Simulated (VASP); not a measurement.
# MnGeI3 (Pm-3m) in VASP: single point with HSE06

Aim: the single point of MnGeI3 with HSE06.

All numbers are computed with VASP 6.6.1; they aren't measurements. Logs are shortened: lines on timing, memory, paths and dates and some standing lists are left out, and cuts for length are marked.

### 1 The structure

The structure is cubic, space group Pm-3m (No. 221). Conventional cell: a = 6.247 Å, b = 6.247 Å, c = 6.247 Å, α = 90.00°, β = 90.00°, γ = 90.00°. Around Ge (site symmetry m-3m) lie 6 I at 3.12 Å. Around I (site symmetry 4/mmm) lie 2 Ge at 3.12 Å. Mn (site symmetry m-3m) has 12 I at 4.42 Å as nearest neighbours.

The cell was built by a generator and needn't be a form met in nature.

### 2 Single point, HSE06, collinear spin, typed start

Input file POSCAR:

```
MnGeI3
1.0
    6.2468424400      0.0000000000      0.0000000000
    0.0000000000      6.2468424400      0.0000000000
    0.0000000000      0.0000000000      6.2468424400
Ge I Mn
1 3 1
Direct
    0.5000000000      0.5000000000      0.5000000000
    0.0000000000      0.5000000000      0.5000000000
    0.5000000000      0.0000000000      0.5000000000
    0.5000000000      0.5000000000      0.0000000000
    0.0000000000      0.0000000000      0.0000000000
```

Input file INCAR.step1:

```
SYSTEM = MnGeI3
PREC     = Accurate       ! precision mode
ENCUT    = 520            ! plane-wave cutoff, eV
EDIFF    = 1E-5           ! SCF threshold, eV
ISMEAR   = -1             ! smearing method
SIGMA    = 0.0194         ! smearing width, eV
LREAL    = .FALSE.        ! projectors in reciprocal space
LASPH    = .TRUE.         ! aspherical terms in the spheres
NELM     = 150            ! most SCF steps
ALGO     = Normal         ! electronic algorithm
ISIF     = 2              ! what is computed and relaxed
LWAVE    = .TRUE.         ! write WAVECAR
ISPIN    = 2              ! spin polarisation
MAGMOM   = 0 0 0 0 5.81   ! initial moments
LORBIT   = 11             ! projections on sites
LMAXMIX  = 4              ! l up to which the mixer works
NBANDS   = 36             ! bands
GGA      = PE             ! functional
```

Input file INCAR.step2:

```
SYSTEM = MnGeI3
PREC     = Accurate       ! precision mode
ENCUT    = 520            ! plane-wave cutoff, eV
EDIFF    = 1E-6           ! SCF threshold, eV
ISMEAR   = -1             ! smearing method
SIGMA    = 0.0194         ! smearing width, eV
LREAL    = .FALSE.        ! projectors in reciprocal space
LASPH    = .TRUE.         ! aspherical terms in the spheres
NELM     = 150            ! most SCF steps
ALGO     = Normal         ! electronic algorithm
ISIF     = 2              ! what is computed and relaxed
LWAVE    = .FALSE.        ! write WAVECAR
LCHARG   = .TRUE.         ! write CHGCAR
ISPIN    = 2              ! spin polarisation
MAGMOM   = 0 0 0 0 5.81   ! initial moments
LORBIT   = 11             ! projections on sites
LMAXMIX  = 4              ! l up to which the mixer works
GGA      = PE             ! functional
LHFCALC  = .TRUE.         ! exact exchange
HFSCREEN = 0.2079         ! screening, 1/A
PRECFOCK = Fast         
LELF     = .TRUE.         ! ELF
LVHAR    = .TRUE.       
NBANDS   = 36             ! bands
ISTART   = 1
```

Input file KPOINTS:

```
regular mesh
0
G
  1 1 1
  0 0 0
```

Potentials or basis: VASP PAW PBE potentials, release 64 (Ge_d, I, Mn_pv).

Started as:

```console
cat potpaw_PBE.64/Ge_d/POTCAR potpaw_PBE.64/I/POTCAR potpaw_PBE.64/Mn_pv/POTCAR > POTCAR
cp INCAR.step1 INCAR
mpirun -np 1 vasp_gam > vasp.out
cp INCAR.step2 INCAR
mpirun -np 1 vasp_gam > vasp.out
```

OUTCAR:

```text
SYSTEM = MnGeI3
   PREC = Accurate
   ENCUT = 520
   EDIFF = 1E-6
   ISMEAR = -1
   LREAL = .FALSE.
   LASPH = .TRUE.
   NELM = 150
   ISIF = 2
   ISPIN = 2
   LORBIT = 11
   GGA = PE
   LHFCALC = .TRUE.
   HFSCREEN = 0.2079
   PRECFOCK = Fast
   ISTART = 1

 ion  position               nearest neighbor table
   1  0.500  0.500  0.500-   2 3.12   3 3.12   4 3.12   4 3.12   3 3.12   2 3.12
   2  0.000  0.500  0.500-   1 3.12   1 3.12
   3  0.500  0.000  0.500-   1 3.12   1 3.12
   4  0.500  0.500  0.000-   1 3.12   1 3.12
   5  0.000  0.000  0.000-

  LATTYP: Found a simple cubic cell.
 ALAT       =     6.2468424400

  Lattice vectors:

 A1 = (   6.2468424400,   0.0000000000,   0.0000000000)
 A2 = (   0.0000000000,   6.2468424400,   0.0000000000)
 A3 = (   0.0000000000,   0.0000000000,   6.2468424400)

Analysis of symmetry for initial positions (statically):
=====================================================================
 Subroutine PRICEL returns:
 Original cell was already a primitive cell.

 Routine SETGRP: Setting up the symmetry group for a
 simple cubic supercell.

 Subroutine GETGRP returns: Found 48 space group operations
 (whereof 48 operations were pure point group operations)
 out of a pool of 48 trial point group operations.

The static configuration has the point symmetry O_h .

Analysis of symmetry for dynamics (positions and initial velocities):
=====================================================================
 Subroutine PRICEL returns:
 Original cell was already a primitive cell.

 Routine SETGRP: Setting up the symmetry group for a
 simple cubic supercell.

 Subroutine GETGRP returns: Found 48 space group operations
 (whereof 48 operations were pure point group operations)
 out of a pool of 48 trial point group operations.

The dynamic configuration has the point symmetry O_h .

Analysis of structural, dynamic, and magnetic symmetry:
=====================================================================
 Subroutine PRICEL returns:
 Original cell was already a primitive cell.

 Routine SETGRP: Setting up the symmetry group for a
 simple cubic supercell.

 Subroutine GETGRP returns: Found 48 space group operations
 (whereof 48 operations were pure point group operations)
 out of a pool of 48 trial point group operations.

The overall configuration has the point symmetry O_h .

 Subroutine INISYM returns: Found 48 space group operations
 (whereof 48 operations are pure point group operations),
 and found     1 'primitive' translations

----------------------------------------------------------------------------------------

                                     Primitive cell

  volume of cell :     243.7708

  direct lattice vectors                    reciprocal lattice vectors
     6.246842440  0.000000000  0.000000000     0.160080874  0.000000000  0.000000000
     0.000000000  6.246842440  0.000000000     0.000000000  0.160080874  0.000000000
     0.000000000  0.000000000  6.246842440     0.000000000  0.000000000  0.160080874

  length of vectors
     6.246842440  6.246842440  6.246842440     0.160080874  0.160080874  0.160080874

  position of ions in fractional coordinates (direct lattice)
     0.500000000  0.500000000  0.500000000
     0.000000000  0.500000000  0.500000000
     0.500000000  0.000000000  0.500000000
     0.500000000  0.500000000  0.000000000
     0.000000000  0.000000000  0.000000000

  ion indices of the primitive-cell ions
   primitive index   ion index
                 1           1
                 2           2
                 3           3
                 4           4
                 5           5

----------------------------------------------------------------------------------------

 KPOINTS: regular mesh

Automatic generation of k-mesh.
 Grid dimensions read from file:
 generate k-points for:    1    1    1

 Generating k-lattice:

  Cartesian coordinates                     Fractional coordinates (reciprocal lattice)
     0.160080874  0.000000000  0.000000000     1.000000000  0.000000000  0.000000000
     0.000000000  0.160080874  0.000000000     0.000000000  1.000000000  0.000000000
     0.000000000  0.000000000  0.160080874     0.000000000  0.000000000  1.000000000

  Length of vectors
     0.160080874  0.160080874  0.160080874

  Shift w.r.t. Gamma in fractional coordinates (k-lattice)
     0.000000000  0.000000000  0.000000000

 Subroutine IBZKPT returns following result:
 ===========================================

 Found      1 irreducible k-points:

 Following reciprocal coordinates:
            Coordinates               Weight
  0.000000  0.000000  0.000000      1.000000
   k-points           NKPTS =      1   k-points in BZ     NKDIM =      1   number of bands    NBANDS=     36
   number of dos      NEDOS =    301   number of ions     NIONS =      5
   total plane-waves  NPLWV = 110592
   dimension x,y,z NGX =    48 NGY =   48 NGZ =   48
   dimension x,y,z NGXF=    96 NGYF=   96 NGZF=   96
   ions per type =               1   3   1
   NGX,Y,Z   is equivalent  to a cutoff of  12.77, 12.77, 12.77 a.u.
   NGXF,Y,Z  is equivalent  to a cutoff of  25.55, 25.55, 25.55 a.u.
 SYSTEM =  MnGeI3
   PREC   = accura    normal or accurate (medium, high low for compatibility)
   ISTART =      1    job   : 0-new  1-cont  2-samecut
   ICHARG =      0    charge: 1-file 2-atom 10-const
   ISPIN  =      2    spin polarized calculation?
   LNONCOLLINEAR =      F non collinear calculations
   LSORBIT =      F    spin-orbit coupling
   LASPH  =      T    aspherical Exc in radial PAW
   ENCUT  =  520.0 eV  38.22 Ry    6.18 a.u.  11.61 11.61 11.61*2*pi/ulx,y,z
   NELM   =    150;   NELMIN=  2; NELMDL=  0     # of ELM steps
   EDIFF  = 0.1E-05   stopping-criterion for ELM
   LREAL  =      F    real-space projection
   EDIFFG = 0.1E-04   stopping-criterion for IOM
   NSW    =      0    number of steps for IOM
   IBRION =     -1    ionic relax: 0-MD 1-quasi-New 2-CG
   NFREE  =      0    steps in history (QN), initial steepest desc. (CG)
   ISIF   =      2    stress and relaxation
   ISYM   =      3    0-nonsym 1-usesym 2-fastsym
   POTIM  = 0.5000    time-step for ionic-motion
   TEBEG  =    0.0;   TEEND  =   0.0 temperature during run
   PSTRESS=    0.0 pullay stress
   NELECT =      48.0000    total number of electrons
   NUPDOWN=      -1.0000    fix difference up-down
   EMIN   =  10.00;   EMAX   =-10.00  energy-range for DOS
   EFERMI =   0.00;   METHOD = LEGACY
   ISMEAR =    -1;   SIGMA  =   0.02  broadening in eV -4-tet -1-fermi 0-gaus
   EFERMI_NEDOS =   21; number of points for ismear=-14 and -15
   IALGO  =     38    algorithm
   IMIX   =      1    mixing-type and parameters
     AMIX     =   0.40;   BMIX     =  1.00
     AMIX_MAG =   1.60;   BMIX_MAG =  1.00
  volume/ion in A,a.u.               =      48.75       329.01
  Fermi-wavevector in a.u.,A,eV,Ry     =   0.952419  1.799811 12.341870  0.907102
  Thomas-Fermi vector in A             =   2.080980
   LORBIT       =     11    0 simple, 1 ext, 2 COOP (PROOUT), +10 PAW based schemes
   GGA     = PE    functional components
   LHFCALC =     T    Hartree Fock is set to
   PRECFOCK=fast      Normal, Fast or Accurate (Low or Medium for compatibility)
   ENCUT4O =  -1.0   cutoff for four orbital integrals eV
   NKREDX  =     1    reduce k-point grid by
   NKREDY  =     1    reduce k-point grid by
   NKREDZ  =     1    reduce k-point grid by
   AEXX    =    0.2500 exact exchange contribution
   HFSCREEN=    0.2079 screening length (either q_TF or 0.3 A-1)
   HFSCREENC=   0.2079 screening length for correlation (either q_TF or 0.3 A-1)
   ENCUTFOCK=  -1.0 apply spherical cutoff to Coloumb kernel
   IVDW    =     0    specifies the selected vdW correction
   LEPSILON=     F    determine dielectric tensor
   LRPA    =     F    only Hartree local field effects (RPA)
 spin polarized calculation
  energy-cutoff  :      520.00
  volume of cell :      243.77
 maximum number of plane-waves:      3310
 NGX is ok and might be reduce to    48
  NGX = 24; NGY = 24; NGZ = 24

 number of electron      47.9999989 magnetization       5.9999880

 Free energy of the ion-electron system (eV)
  ---------------------------------------------------
  ext. energy  EPLUGINS =         0.00000000
  ---------------------------------------------------
  free energy    TOTEN  =       -28.08569569 eV

  energy without entropy =      -28.08569569  energy(sigma->0) =      -28.08569569

 E-fermi :  -0.1903     XC(G=0):  -5.9948

 val. band max:       -0.8005934569   @ k =   0.0000   0.0000   0.0000
 cond. band min:       1.7090832313   @ k =   0.0000   0.0000   0.0000
 fundamental gap:      2.5096766882
 Fermi energy:        -0.1903324575

 spin component 1

 k-point     1 :       0.0000    0.0000    0.0000
  band No.  band energies     occupation
      1     -56.9427      1.00000
      2     -56.9427      1.00000
      3     -56.9427      1.00000
      4     -27.1558      1.00000
      5     -27.1558      1.00000
      6     -27.1529      1.00000
      7     -27.1529      1.00000
      8     -27.1529      1.00000
      9     -12.6150      1.00000
     10     -11.8873      1.00000
     11     -11.8873      1.00000
     12      -6.5634      1.00000
     13      -6.5634      1.00000
     14      -6.5616      1.00000
     15      -6.5616      1.00000
     16      -6.5616      1.00000
     17      -6.2713      1.00000
     18      -3.1587      1.00000
     19      -3.1587      1.00000
     20      -3.1587      1.00000
     21      -1.4818      1.00000
     22      -0.8654      1.00000
     23      -0.8654      1.00000
     24      -0.8654      1.00000
     25      -0.8237      1.00000
     26      -0.8237      1.00000
     27      -0.8237      1.00000
     28       4.9246      0.00000
     29       4.9246      0.00000
     30       4.9246      0.00000
     31       6.4400      0.00000
     32       6.4400      0.00000
     33       6.4400      0.00000
     34       6.5875      0.00000
     35       6.6788      0.00000
     36       6.6788      0.00000
 Fermi energy:        -0.1903324575

 spin component 2

 k-point     1 :       0.0000    0.0000    0.0000
  band No.  band energies     occupation
      1     -49.8260      1.00000
      2     -49.8260      1.00000
      3     -49.8260      1.00000
      4     -27.1555      1.00000
      5     -27.1555      1.00000
      6     -27.1527      1.00000
      7     -27.1527      1.00000
      8     -27.1527      1.00000
      9     -12.6216      1.00000
     10     -11.8962      1.00000
     11     -11.8962      1.00000
     12      -6.2685      1.00000
     13      -3.1598      1.00000
     14      -3.1598      1.00000
     15      -3.1598      1.00000
     16      -0.8924      1.00000
     17      -0.8924      1.00000
     18      -0.8924      1.00000
     19      -0.8006      1.00000
     20      -0.8006      1.00000
     21      -0.8006      1.00000
     22       1.7091      0.00000
     23       2.5777      0.00000
     24       2.5777      0.00000
     25       2.5956      0.00000
     26       2.5956      0.00000
     27       2.5956      0.00000
     28       6.3046      0.00000
     29       6.3046      0.00000
     30       6.3046      0.00000
     31       6.8020      0.00000
     32       6.8020      0.00000
     33       6.8020      0.00000
     34       6.8429      0.00000
     35       6.8429      0.00000
     36       6.9032      0.00000

------------------------ aborting loop because EDIFF is reached ----------------------------------------

  FORCE on cell =-STRESS in cart. coord.  units (eV):
  Direction    XX          YY          ZZ          XY          YZ          ZX
  --------------------------------------------------------------------------------------
  -------------------------------------------------------------------------------------
  Total       -7.8930332     -7.8930332     -7.8930332      0.0000000     -0.0000000      0.0000000
  in kB      -51.8767615    -51.8767615    -51.8767615      0.0000000     -0.0000000      0.0000000
  external PRESSURE =     -51.8767615 kB  Pullay stress =       0.0000000 kB

 VOLUME and BASIS-vectors are now :
 -----------------------------------------------------------------------------
  energy-cutoff  :      520.00
  volume of cell :      243.77
      direct lattice vectors                 reciprocal lattice vectors
     6.246842440  0.000000000  0.000000000     0.160080874  0.000000000  0.000000000
     0.000000000  6.246842440  0.000000000     0.000000000  0.160080874  0.000000000
     0.000000000  0.000000000  6.246842440     0.000000000  0.000000000  0.160080874

 POSITION                                       TOTAL-FORCE (eV/Angst)
 -----------------------------------------------------------------------------------
      3.12342      3.12342      3.12342         0.000000      0.000000      0.000000
      0.00000      3.12342      3.12342         0.000000      0.000000      0.000000
      3.12342      0.00000      3.12342         0.000000      0.000000      0.000000
      3.12342      3.12342      0.00000         0.000000      0.000000      0.000000
      0.00000      0.00000      0.00000         0.000000      0.000000      0.000000
 -----------------------------------------------------------------------------------
    total drift:                               -0.000008      0.000013      0.000007

  FREE ENERGIE OF THE ION-ELECTRON SYSTEM (eV)
  ---------------------------------------------------
  free  energy   TOTEN  =       -28.0856956943 eV

  energy  without entropy=      -28.0856956943  energy(sigma->0) =      -28.08569569

 total charge

# of ion       s       p       d       tot
------------------------------------------
    1        1.334   0.662   9.959  11.955
    2        1.519   2.813   0.004   4.336
    3        1.519   2.813   0.004   4.336
    4        1.519   2.813   0.004   4.336
    5        0.337   5.997   4.705  11.038
--------------------------------------------------
tot          6.229  15.096  14.677  36.002

 magnetization (x)

# of ion       s       p       d       tot
------------------------------------------
    1        0.000   0.001   0.000   0.001
    2        0.005  -0.014   0.000  -0.008
    3        0.005  -0.014   0.000  -0.008
    4        0.005  -0.014   0.000  -0.008
    5        0.336   0.009   4.705   5.050
--------------------------------------------------
tot          0.351  -0.031   4.706   5.026
```

Wall time 84 s (1 thread of Intel Xeon Platinum 8488C (Sapphire Rapids), shared host); peak memory 0.51 GiB.

Results:

| Item | Value |
| --- | --- |
| Free energy | -28.0857 eV |
| Pressure | -5.2 GPa |
| Band gap on the k mesh | 2.51 eV, direct |
| Net moment | 6.00 μB per cell |
| Site moments | Ge +0.00; I -0.01; Mn +5.05 μB |
| Valence electrons inside the program's atomic spheres | Ge 11.96; I 4.34; Mn 11.04 |

Caveat: the k mesh is coarse (spacing up to 1.01 Å⁻¹), so the values aren't converged, least of all with exact exchange; the PAW data sets were made with another functional, which shifts forces and pressure a little; spin-orbit coupling is left out, which moves the levels of the heavy elements; an odd mesh through Γ misses points on the zone boundary, where band edges often lie.
